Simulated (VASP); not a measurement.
Data:

```
CSi
1.0
    3.07600     0.00000     0.00000
   -1.53800     2.66389     0.00000
    0.00000     0.00000     5.04800
Si C
2 2
Direct
  0.66667   0.33333   0.00000
  0.33333   0.66667   0.50000
  0.66667   0.33333   0.37500
  0.33333   0.66667   0.87500
```

Calculation: PBE GGA, VASP's PBE PAW potentials (set 64) (plane waves; VASP 6.6.1). Numerical set-up: 400 eV cut-off, 10×10×5 Γ-centred mesh, Gaussian smearing of 0.14 eV, potentials Si C.

At this cut-off the stress carries a Pulay error, which pulls relaxed volumes low.

**Question.** What does the run give for the energy per atom (σ→0), pressure?

**Answer.** 
| Quantity | Value |
|---|---|
| energy per atom (σ→0) | -7.528 eV/atom |
| pressure | 2.20 GPa |

Total energies compare only between runs with the same potentials, cut-off and functional.

The structure comes from a measured SiC entry (P6_3mc) of the Crystallography Open Database, whose conditions weren't checked. The cell was not relaxed at this level.
